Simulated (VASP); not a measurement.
Sb2S3 (relaxed from the A-La2O3 structure, space group P-3m1): computed properties

Calculation: PBEsol GGA, VASP's PBE PAW potentials (set 64) (plane waves; VASP).

- space group = P-3m1 (164)
- cell = a = 3.866 Å, b = 3.866 Å, c = 9.450 Å, α = 90.00°, β = 90.00°, γ = 120.00°
- volume per atom = 24.46 Å³/atom
- band gap (over mesh and band path) = 0.39 eV
- smallest direct gap (over mesh and band path) = 0.39 eV
- band-edge character without spin-orbit coupling = direct, Γ to Γ
- band gap with spin-orbit coupling = 0.33 eV
- density = 4.61 g/cm³
- optical Γ-point spectrum = 57 (×2), 102, 113 (×2), 193 (×2), 217 (×2), 244, 262, 288 cm⁻¹

```yaml
crystal:
  lattice:
    - [3.86604, 0.00000, 0.00000]
    - [-1.93302, 3.34809, 0.00000]
    - [0.00000, 0.00000, 9.45002]
  atoms:
    - { symbol: Sb, position: [0.33333, 0.66667, 0.18920] }
    - { symbol: Sb, position: [0.66667, 0.33333, 0.81080] }
    - { symbol: S, position: [0.00000, 0.00000, 0.00000] }
    - { symbol: S, position: [0.33333, 0.66667, 0.65854] }
    - { symbol: S, position: [0.66667, 0.33333, 0.34146] }
```

Unless said otherwise, spin-orbit coupling is left out, though it shifts the bands of the heavy elements here.

The structure was generated: Sb2S3 was put into the A-La2O3 type (P-3m1), which need not be its known phase. It was relaxed first, which changed the volume by +13 %. Symmetry was kept, so distortions that lower it aren't found.
